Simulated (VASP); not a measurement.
Given:

```
Ir
1.0
    4.33979     0.00000     0.00000
   -2.16989     3.75836     0.00000
    0.00000     0.00000     2.66883
Ir
3
Direct
  0.00000   0.00000   0.00000
  0.33333   0.66667   0.50000
  0.66667   0.33333   0.50000
```

Calculation: PBEsol GGA, VASP's PBE PAW potentials (set 64) (plane waves; VASP). Numerical set-up: 400 eV cut-off, 9×9×13 Γ-centred mesh, tetrahedra with Blöchl corrections, potentials Ir.

Unless said otherwise, spin-orbit coupling is left out, though it shifts the bands of the heavy elements here.

Question: Estimate the energy per atom (σ→0), band gap (on the k-mesh) with the smallest direct gap where there is one.

Answer: 
```yaml
band gap (on the k-mesh): none (metal, semimetal or under 0.01 eV)
energy per atom (σ→0): -9.462 eV/atom
```

The absolute energy has meaning only against runs of the same code, potentials and settings.

The structure was generated: Ir was put into the omega type (P6/mmm), which need not be its known phase. It was relaxed first.
